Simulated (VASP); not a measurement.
Calculation: HSEsol screened hybrid, VASP's PBE PAW potentials (set 64) (plane waves; VASP).

Input for VASP

**KPOINTS**
```
Automatic mesh
0
Gamma
6 6 6
0 0 0
```

POSCAR:
```
PbS
1
    0.0000000000     3.0322103033     3.0322103033
    3.0322103033     0.0000000000     3.0322103033
    3.0322103033     3.0322103033     0.0000000000
Pb S
1 1
Direct
  0.0000000000   0.0000000000   0.0000000000
  0.5000000000   0.5000000000   0.5000000000
```

**INCAR**
```
# general
SYSTEM  =PbS
PREC    =Accurate
ENCUT   =520   # plane-wave cut-off (eV)
LREAL   =F
LASPH   =T
ISYM    =3

# electronic loop
EDIFF   =1E-6   # SCF stop (eV)
NELM    =60   # most electronic steps
ALGO    =Normal   # blocked Davidson
LMAXMIX =4

# smearing
ISMEAR  =0
SIGMA   =0.05   # width (eV)

# functional
GGA     =PS
LHFCALC =T
AEXX    =0.25
HFSCREEN=0.2   # 1/Angstrom
PRECFOCK=Fast

# ions
ISIF    =2   # forces and stress, cell fixed

# output
LWAVE   =F
LCHARG  =F
```

POTCAR, in this order: Pb_d S (PBE.64 set). Program: vasp_std. Read from the step before: WAVECAR.

What VASP printed:

File OSZICAR:
```
       N       E                     dE             d eps       ncg     rms          rms(c)
DAV:   1    -0.108557483290E+02   -0.10856E+02   -0.35134E-01   448   0.734E+00    0.551E-01
DAV:   2    -0.108593931400E+02   -0.36448E-02   -0.21851E-02   522   0.109E+00    0.296E-01
DAV:   3    -0.108590148633E+02    0.37828E-03   -0.13733E-03   626   0.459E-01    0.143E-01
DAV:   4    -0.108588548152E+02    0.16005E-03   -0.11958E-04   562   0.159E-01    0.749E-02
DAV:   5    -0.108588035581E+02    0.51257E-04   -0.47436E-05   528   0.784E-02    0.431E-02
DAV:   6    -0.108587889761E+02    0.14582E-04   -0.15458E-05   532   0.413E-02    0.281E-02
DAV:   7    -0.108587844295E+02    0.45466E-05   -0.35267E-06   496   0.204E-02    0.198E-02
DAV:   8    -0.108587833172E+02    0.11123E-05   -0.10483E-06   266   0.107E-02    0.135E-02
DAV:   9    -0.108587828838E+02    0.43339E-06   -0.57481E-07   266   0.750E-03
   1 F= -.10858783E+02 E0= -.10858783E+02  d E =-.942684E-13
```

**OUTCAR**
```
------------------------ aborting loop because EDIFF is reached ----------------------------------------
  FORCE on cell =-STRESS in cart. coord.  units (eV):
  Direction    XX          YY          ZZ          XY          YZ          ZX
  --------------------------------------------------------------------------------------
  Total       -1.5387095     -1.5387095     -1.5387095     -0.0000000      0.0000000      0.0000000
  in kB      -44.2139438    -44.2139438    -44.2139438     -0.0000000      0.0000000      0.0000000
  external PRESSURE =     -44.2139438 kB  Pullay stress =       0.0000000 kB
  volume of cell :       55.76
      direct lattice vectors                 reciprocal lattice vectors
     0.000000000  3.032210303  3.032210303    -0.164896214  0.164896214  0.164896214
     3.032210303  0.000000000  3.032210303     0.164896214 -0.164896214  0.164896214
     3.032210303  3.032210303  0.000000000     0.164896214  0.164896214 -0.164896214
  FREE ENERGIE OF THE ION-ELECTRON SYSTEM (eV)
  ---------------------------------------------------
  free  energy   TOTEN  =       -10.8587828838 eV

  energy  without entropy=      -10.8587828838  energy(sigma->0) =      -10.85878288

  exchange ACFDT corr.  =         0.00000000  see jH, gK, PRB 81, 115126
```
(Selected blocks of OUTCAR.)

The compound is PbS in the rock salt structure. This cell is one point of a volume scan, at 1.03 of the reference volume. The cell's shape comes from a PBE relaxation.
